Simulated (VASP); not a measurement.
Calculation: r2SCAN meta-GGA, VASP's PBE PAW potentials (set 64) (plane waves; VASP).

The input files of a VASP run:

**POSCAR**
```
SnSe2
1
    1.9214311347    -3.3280165655     0.0000000000
    1.9214311347     3.3280165655    -0.0000000000
   -0.0000000000    -0.0000000000     6.5294371110
Sn Se
1 2
Direct
  0.0000000000   0.0000000000   0.0000000000
  0.3333330000   0.6666670000   0.2411371927
  0.6666670000   0.3333330000   0.7588628073
```

### KPOINTS
```
Automatic mesh
0
Gamma
6 6 3
0 0 0
```

INCAR:
```
# general
SYSTEM   =  SnSe2
PREC     =  Accurate
ENCUT    =  520
LREAL    =  .FALSE.   # projection in real space or not
LASPH    =  .TRUE.

# electronic loop
EDIFF    =  1E-6
NELM     =  100   # most electronic steps
ALGO     =  Normal   # blocked Davidson
LMAXMIX  =  4
LMIXTAU  =  .TRUE.

# smearing
ISMEAR   =  0   # Gaussian
SIGMA    =  0.05   # width (eV)

# functional
METAGGA  =  R2SCAN

# ions
IBRION   =  2   # conjugate gradients
NSW      =  60   # most ionic steps
ISIF     =  3
EDIFFG   =  -0.02

# output
LWAVE    =  .FALSE.
LCHARG   =  .FALSE.
```

POTCAR, in this order: Sn_d Se (PBE.64 set). Program: vasp_std.

Output of the run:

### OUTCAR
```
 ion  position               nearest neighbor table
   1  0.000  0.000  0.000-   2 2.72   3 2.72   3 2.72   2 2.72   3 2.72   2 2.72
   2  0.333  0.667  0.241-   1 2.72   1 2.72   1 2.72
   3  0.667  0.333  0.759-   1 2.72   1 2.72   1 2.72
  LATTYP: Found a hexagonal cell.
 ALAT       =     3.8428624573
 C/A-ratio  =     1.6991076791
 Subroutine PRICEL returns:
 Original cell was already a primitive cell.
 Subroutine GETGRP returns: Found 12 space group operations
The static configuration has the point symmetry D_3d.
The dynamic configuration has the point symmetry D_3d.
 Subroutine INISYM returns: Found 12 space group operations
 Subroutine IBZKPT returns following result:
 Found     17 irreducible k-points:

 Following reciprocal coordinates:
            Coordinates               Weight
  0.000000  0.000000  0.000000      1.000000
  0.166667  0.000000  0.000000      6.000000
  0.333333  0.000000  0.000000      6.000000
  0.500000  0.000000  0.000000      3.000000
  0.166667  0.166667  0.000000      6.000000
  0.333333  0.166667  0.000000     12.000000
  0.333333  0.333333  0.000000      2.000000
...
```

OSZICAR:
```
       N       E                     dE             d eps       ncg     rms          rms(c)
DAV:   1     0.148843460347E+03    0.14884E+03   -0.12483E+04   579   0.174E+03
DAV:   2    -0.374835265433E+02   -0.18633E+03   -0.18297E+03   635   0.390E+02
DAV:   3    -0.583705815835E+02   -0.20887E+02   -0.20392E+02   747   0.121E+02
DAV:   4    -0.590673927158E+02   -0.69681E+00   -0.69612E+00   691   0.230E+01
DAV:   5    -0.590841339490E+02   -0.16741E-01   -0.16740E-01   896   0.365E+00    0.569E+00
DAV:   6    -0.566223222092E+02    0.24618E+01   -0.17151E+00   715   0.209E+01    0.388E+00
DAV:   7    -0.537146286381E+02    0.29077E+01   -0.86347E-01   644   0.627E+00    0.133E+00
DAV:   8    -0.545441515291E+02   -0.82952E+00   -0.65574E-01   606   0.648E+00    0.645E-01
DAV:   9    -0.545669501974E+02   -0.22799E-01   -0.15419E-01   604   0.316E+00    0.378E-01
DAV:  10    -0.545950920349E+02   -0.28142E-01   -0.18048E-02   661   0.118E+00    0.250E-01
DAV:  11    -0.546249385589E+02   -0.29847E-01   -0.49676E-02   587   0.198E+00    0.124E-01
DAV:  12    -0.546257997534E+02   -0.86119E-03   -0.45853E-03   634   0.543E-01    0.120E-01
DAV:  13    -0.546266161032E+02   -0.81635E-03   -0.31511E-04   725   0.183E-01    0.885E-02
DAV:  14    -0.546282997432E+02   -0.16836E-02   -0.21784E-03   583   0.476E-01    0.269E-02
DAV:  15    -0.546285040161E+02   -0.20427E-03   -0.37210E-04   618   0.184E-01    0.302E-02
DAV:  16    -0.546284488933E+02    0.55123E-04   -0.12832E-04   653   0.105E-01    0.306E-02
DAV:  17    -0.546284833500E+02   -0.34457E-04   -0.15564E-05   631   0.375E-02    0.185E-02
DAV:  18    -0.546285101136E+02   -0.26764E-04   -0.87356E-05   589   0.927E-02    0.162E-02
DAV:  19    -0.546285099223E+02    0.19124E-06   -0.89469E-06   590   0.330E-02
   1 F= -.54628510E+02 E0= -.54628510E+02  d E =-.546285E+02
```

File OUTCAR:
```
------------------------ aborting loop because EDIFF is reached ----------------------------------------
  FORCE on cell =-STRESS in cart. coord.  units (eV):
  Direction    XX          YY          ZZ          XY          YZ          ZX
  --------------------------------------------------------------------------------------
  Total       -0.0035691     -0.0035691     -0.0371752     -0.0000000      0.0000000      0.0000000
  in kB       -0.0684777     -0.0684777     -0.7132608     -0.0000000      0.0000000      0.0000000
  external PRESSURE =      -0.2834054 kB  Pullay stress =       0.0000000 kB
  volume of cell :       83.51
      direct lattice vectors                 reciprocal lattice vectors
     1.921431135 -3.328016566  0.000000000     0.260222701 -0.150239637  0.000000000
     1.921431135  3.328016566  0.000000000     0.260222701  0.150239637  0.000000000
     0.000000000  0.000000000  6.529437111     0.000000000  0.000000000  0.153152559
 POSITION                                       TOTAL-FORCE (eV/Angst)
 -----------------------------------------------------------------------------------
      0.00000      0.00000      0.00000         0.000000      0.000000      0.000000
      1.92143      1.10934      1.57449         0.000000     -0.000000     -0.015806
      1.92143     -1.10934      4.95495        -0.000000      0.000000      0.015806
 -----------------------------------------------------------------------------------
    total drift:                               -0.000000      0.000000      0.000000
  FREE ENERGIE OF THE ION-ELECTRON SYSTEM (eV)
  ---------------------------------------------------
  free  energy   TOTEN  =       -54.6285099223 eV

  energy  without entropy=      -54.6285099223  energy(sigma->0) =      -54.62850992

 reached required accuracy - stopping structural energy minimisation
```
(Selected blocks of OUTCAR.)

OUTCAR:
```
 val. band max:        2.9928969648   @ k =   0.1667   0.0000   0.0000

 cond. band min:       4.0286571023   @ k =   0.5000   0.0000   0.3333


 Fermi energy:         3.2779114144

 k-point     1 :       0.0000    0.0000    0.0000
  band No.  band energies     occupation
      1     -18.7983      2.00000
      2     -18.7983      2.00000
      3     -18.7446      2.00000
      4     -18.7372      2.00000
      5     -18.7372      2.00000
      6     -11.0650      2.00000
      7      -9.5075      2.00000
      8      -2.8767      2.00000
      9       2.4717      2.00000
     10       2.4717      2.00000
     11       2.7372      2.00000
     12       2.8109      2.00000
     13       2.8110      2.00000
     14       4.4993      0.00000
     15       6.6128      0.00000
     16       8.0645      0.00000
     17       8.0645      0.00000

 k-point     2 :       0.1667    0.0000    0.0000
  band No.  band energies     occupation
      1     -18.8114      2.00000
      2     -18.7907      2.00000
      3     -18.7434      2.00000
      4     -18.7364      2.00000
      5     -18.7346      2.00000
      6     -10.7948      2.00000
      7      -9.3329      2.00000
      8      -2.8839      2.00000
      9       0.6058      2.00000
     10       1.6589      2.00000
     11       1.7279      2.00000
     12       2.7748      2.00000
     13       2.9929      2.00000
     14       5.5373      0.00000
     15       7.2402      0.00000
     16       8.3492      0.00000
     17       8.5608      0.00000

 k-point     3 :       0.3333    0.0000    0.0000
  band No.  band energies     occupation
      1     -18.8403      2.00000
      2     -18.7809      2.00000
      3     -18.7526      2.00000
      4     -18.7239      2.00000
      5     -18.7201      2.00000
      6     -10.0827      2.00000
      7      -9.0127      2.00000
      8      -3.4492      2.00000
      9      -0.8636      2.00000
     10       0.4101      2.00000
     11       0.9140      2.00000
...
```

Unless said otherwise, spin-orbit coupling is left out, though it shifts the bands of the heavy elements here.

The compound is SnSe2 in the 1T layered structure. It was relaxed first, which changed the volume by +8 %. The start is the result of an earlier pass.
